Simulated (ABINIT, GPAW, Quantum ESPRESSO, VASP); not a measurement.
# Be (P6_3/mmc, 2 atoms in the cell) computed with different codes at matched settings

Self-consistent single point, at a second geometry (lattice scaled by 0.98). First geometry:

```xyz
2
Lattice="1.1450 -1.9832 0.0000 1.1450 1.9832 0.0000 0.0000 0.0000 3.5800" Properties=species:S:1:pos:R:3 pbc="T T T"
Be     1.1450     0.6611     0.8950
Be     1.1450    -0.6611     2.6850
```

Shared settings, as Quantum ESPRESSO writes them: occupations = smearing; smearing = fd; degauss = 0.0073499 Ry; K_POINTS = automatic 16 16 9 0 0 0. Potentials and cutoffs stand in the table.

```
code                                                                                 model  ΔF from the first geometry (meV/atom)  pressure (GPa)   cutoff
----------------  ------------------------------------------------------------------------  -------------------------------------  --------------  -------
ABINIT            PBE, norm-conserving pseudopotentials (PseudoDojo nc-sr-05 PBE standard)                                    4.1            5.37  1197 eV
VASP                                               PBE, VASP's PBE PAW potentials (set 64)                                    2.0            4.62   300 eV
Quantum ESPRESSO                           PBE, PSlibrary ultrasoft (PBE) pseudopotentials                                    0.9            4.23    40 Ry
GPAW                                          PBE, GPAW PAW datasets PBE (gpaw-data 1.0.1)                                    6.2            6.20   800 eV
```

The spread over the programs that give each value: ΔF from the first geometry within 5.3 meV/atom; pressure within 1.97 GPa.

In the pressure, GPAW (by 1.21) lies more than 1 GPa from the median of the plane-wave programs.

VASP's run is marked for a possible Pulay error in its stress at this cutoff; no cutoff test was made.

The starting cell has typed, rounded lattice constants, without a prior relaxation at this level. For this run, on top of that: lattice scaled by 0.98.

Left out of this page: Ansatz, CP2K, Elk, FLEUR and SIESTA (not drawn, or without a comparable value).
